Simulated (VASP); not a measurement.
Level of theory: PBEsol GGA, VASP's PBE PAW potentials (set 64) (plane waves; VASP).

A VASP calculation is set up with these files.

INCAR:
```
ALGO = Normal
EDIFF = 1E-7
ENCUT = 520
GGA = PS
ISIF = 2
ISMEAR = 1
LASPH = .TRUE.
LCHARG = .FALSE.
LMAXMIX = 4
LREAL = .FALSE.
LWAVE = .FALSE.
NELM = 100
PREC = Accurate
SIGMA = 0.1
SYSTEM = NiSi2
```

**KPOINTS**
```
Automatic
0
Gamma
  10 10 10
```

**POSCAR**
```
NiSi2
2.6721930
  0.0000000000   0.9999998137   0.9999998137
  0.9999998137   0.0000000000   0.9999998137
  0.9999998137   0.9999998137   0.0000000000
Si Ni
2 1
Direct
  0.2500000000   0.2500000000   0.2500000000
  0.7500000000   0.7500000000   0.7500000000
  0.0000000000   0.0000000000   0.0000000000
```

POTCAR, in this order: Si Ni (PBE.64 set). Program: vasp_std.

The resulting files:

### OUTCAR
```
 ion  position               nearest neighbor table
   1  0.250  0.250  0.250-   3 2.31   3 2.31   3 2.31   3 2.31   2 2.67   2 2.67   2 2.67   2 2.67
                             2 2.67   2 2.67
   2  0.750  0.750  0.750-   3 2.31   3 2.31   3 2.31   3 2.31   1 2.67   1 2.67   1 2.67   1 2.67
                             1 2.67   1 2.67
   3  0.000  0.000  0.000-   2 2.31   2 2.31   2 2.31   1 2.31   2 2.31   1 2.31   1 2.31   1 2.31
  LATTYP: Found a face centered cubic cell.
 ALAT       =     5.3443850042
 Subroutine PRICEL returns:
 Original cell was already a primitive cell.
 Subroutine GETGRP returns: Found 48 space group operations
The static configuration has the point symmetry O_h .
The dynamic configuration has the point symmetry O_h .
 Subroutine INISYM returns: Found 48 space group operations
 Subroutine IBZKPT returns following result:
 Found     47 irreducible k-points:

 Following reciprocal coordinates:
            Coordinates               Weight
  0.000000  0.000000  0.000000      1.000000
  0.100000  0.000000  0.000000      8.000000
  0.200000  0.000000  0.000000      8.000000
  0.300000  0.000000  0.000000      8.000000
  0.400000  0.000000  0.000000      8.000000
  0.500000  0.000000  0.000000      4.000000
  0.100000  0.100000  0.000000      6.000000
  0.200000  0.100000  0.000000     24.000000
  0.300000  0.100000  0.000000     24.000000
  0.400000  0.100000  0.000000     24.000000
  0.500000  0.100000  0.000000     24.000000
 -0.400000  0.100000  0.000000     24.000000
 -0.300000  0.100000  0.000000     24.000000
 -0.200000  0.100000  0.000000     24.000000
 -0.100000  0.100000  0.000000     12.000000
  0.200000  0.200000  0.000000      6.000000
  0.300000  0.200000  0.000000     24.000000
  0.400000  0.200000  0.000000     24.000000
  0.500000  0.200000  0.000000     24.000000
 -0.400000  0.200000  0.000000     24.000000
 -0.300000  0.200000  0.000000     24.000000
...
```

**OSZICAR**
```
       N       E                     dE             d eps       ncg     rms          rms(c)
DAV:   1     0.712000941877E+02    0.71200E+02   -0.79239E+03  1230   0.141E+03
DAV:   2    -0.168629527929E+02   -0.88063E+02   -0.82470E+02  1247   0.253E+02
DAV:   3    -0.211985787805E+02   -0.43356E+01   -0.42519E+01  1639   0.634E+01
DAV:   4    -0.212836800614E+02   -0.85101E-01   -0.84705E-01  1405   0.829E+00
DAV:   5    -0.212857837743E+02   -0.21037E-02   -0.21027E-02  1636   0.143E+00    0.176E+01
DAV:   6    -0.258855305402E+02   -0.45997E+01   -0.58548E+01  1327   0.190E+02    0.252E+01
DAV:   7    -0.190852702618E+02    0.68003E+01   -0.17096E+01  1475   0.119E+02    0.411E+00
DAV:   8    -0.190237950523E+02    0.61475E-01   -0.23007E+00  1791   0.255E+01    0.272E+00
DAV:   9    -0.189690939384E+02    0.54701E-01   -0.29230E-01  1494   0.113E+01    0.604E-01
DAV:  10    -0.189670551268E+02    0.20388E-02   -0.12326E-02  1680   0.239E+00    0.255E-01
DAV:  11    -0.189670033616E+02    0.51765E-04   -0.89141E-04  1460   0.243E-01    0.590E-02
DAV:  12    -0.189670234155E+02   -0.20054E-04   -0.41459E-05  1798   0.102E-01    0.220E-02
DAV:  13    -0.189670178068E+02    0.56087E-05   -0.16084E-05  1687   0.999E-02    0.807E-03
DAV:  14    -0.189670178068E+02   -0.61391E-11   -0.21511E-06  1708   0.150E-02    0.332E-03
DAV:  15    -0.189670177239E+02    0.82904E-07   -0.31388E-07  1299   0.132E-02
   1 F= -.18967018E+02 E0= -.18966488E+02  d E =-.158848E-02
```

**OUTCAR**
```
------------------------ aborting loop because EDIFF is reached ----------------------------------------
  FORCE on cell =-STRESS in cart. coord.  units (eV):
  Direction    XX          YY          ZZ          XY          YZ          ZX
  --------------------------------------------------------------------------------------
  Total        1.1114418      1.1114418      1.1114418      0.0000000      0.0000000     -0.0000000
  in kB       46.6620799     46.6620799     46.6620799      0.0000000      0.0000000     -0.0000000
  external PRESSURE =      46.6620799 kB  Pullay stress =       0.0000000 kB
  volume of cell :       38.16
      direct lattice vectors                 reciprocal lattice vectors
     0.000000000  2.672192502  2.672192502    -0.187112268  0.187112268  0.187112268
     2.672192502  0.000000000  2.672192502     0.187112268 -0.187112268  0.187112268
     2.672192502  2.672192502  0.000000000     0.187112268  0.187112268 -0.187112268
 POSITION                                       TOTAL-FORCE (eV/Angst)
 -----------------------------------------------------------------------------------
      1.33610      1.33610      1.33610        -0.000000     -0.000000     -0.000000
      4.00829      4.00829      4.00829         0.000000      0.000000      0.000000
      0.00000      0.00000      0.00000        -0.000000      0.000000     -0.000000
 -----------------------------------------------------------------------------------
    total drift:                               -0.000000     -0.000000      0.000000
  FREE ENERGIE OF THE ION-ELECTRON SYSTEM (eV)
  ---------------------------------------------------
  free  energy   TOTEN  =       -18.9670177239 eV

  energy  without entropy=      -18.9654292406  energy(sigma->0) =      -18.96648823
```
(Selected blocks of OUTCAR.)

The compound is NiSi2 in the fluorite structure. This cell is one point of a volume scan, at 0.97 of the reference volume. The run is not spin-polarised, so no magnetic state was tried.
